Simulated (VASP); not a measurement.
Input:

```yaml
crystal:
  lattice:
    - [2.08978, -3.61961, 0.00000]
    - [2.08978, 3.61961, 0.00000]
    - [0.00000, 0.00000, 7.15454]
  atoms:
    - { symbol: Mg, position: [0.00000, 0.00000, 0.00000] }
    - { symbol: I, position: [0.33333, 0.66667, 0.23284] }
    - { symbol: I, position: [0.66667, 0.33333, 0.76716] }
```

Calculation: r2SCAN meta-GGA, VASP's PBE PAW potentials (set 64) (plane waves; VASP). Settings: 400 eV cut-off, 8×8×4 Γ-centred mesh, Gaussian smearing of 0.010 eV, potentials Mg I.

### Question
Estimate the energy per atom (σ→0).

### Answer

The energy per atom (σ→0) is -18.978 eV/atom.

The compound is MgI2 in the 1T layered structure. It was relaxed first, which changed the volume by +6 %.
